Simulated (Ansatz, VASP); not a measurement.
# One calculation of GaF, two programs

The input INCAR:

```
ALGO     = Normal         # electronic algorithm
EDIFF    = 1E-7           # SCF threshold, eV
ENCUT    = 520            # plane-wave cutoff, eV
GGA      = PE             # functional
ISIF     = 2              # what is computed and relaxed
ISMEAR   = -1             # smearing method
LASPH    = T              # aspherical terms in the spheres
LCHARG   = T              # write CHGCAR
LELF     = T              # ELF
LREAL    = F              # projectors in reciprocal space
LVHAR    = T            
LWAVE    = F              # write WAVECAR
NBANDS   = 17             # bands
NELM     = 60             # most SCF steps
PREC     = Accurate       # precision mode
SIGMA    = 0.05           # smearing width, eV
```

The input KPOINTS:

```
k-points
0
Gamma
  8 8 8
```

POSCAR

```
GaF
1.0
    0.0000000000      2.8077725818      2.8077725818
    2.8077725818      0.0000000000      2.8077725818
    2.8077725818      2.8077725818      0.0000000000
Ga F
1 1
Direct
    0.2500000000      0.2500000000      0.2500000000
    0.0000000000      0.0000000000      0.0000000000
```

input.yaml

```yaml
crystal:
  lattice:
    - [0.0, 2.8077725818, 2.8077725818]
    - [2.8077725818, 0.0, 2.8077725818]
    - [2.8077725818, 2.8077725818, 0.0]
  atoms:
    - { symbol: Ga, position: [0.25, 0.25, 0.25] }
    - { symbol: F, position: [0.0, 0.0, 0.0] }
hamiltonian:
  xc: pbe
  pseudopotentials: { kind: paw }
kpoints:
  mp_grid: { grid: [8, 8, 8] }
scf:
  occupations: { method: fermi_dirac, width: 0.05 }
output:
  forces: true
  stress: true
  eigenvalues: true
```

The cell was built by a generator and needn't be a form met in nature.

Alike in both runs: task single point; functional PBE; k mesh 8 × 8 × 8; occupations fermi-dirac, width 0.05 eV; no spin polarisation.

|  | VASP | Ansatz |
| --- | --- | --- |
| version | VASP 6.6.1 | Ansatz 0.2.0 |
| potentials or method | VASP PAW PBE potentials, release 64 (Ga_d, F) | Ansatz PAW |
| plane-wave cutoff (eV) | 520 | 420 |
| valence electrons in the cell | 20 | 20 |

Ansatz gave:

- gap on the k mesh at the Fermi level (eV): 2.11
- least direct gap on the mesh (eV): 2.11
- pressure (GPa): 1.2

Q: Which values does VASP return?

A: gap on the k mesh at the Fermi level (eV): 2.10; least direct gap on the mesh (eV): 2.11; pressure (GPa): 1.1.

A k mesh can miss the band edges. As with any semilocal functional, this PBE gap is likely too small.
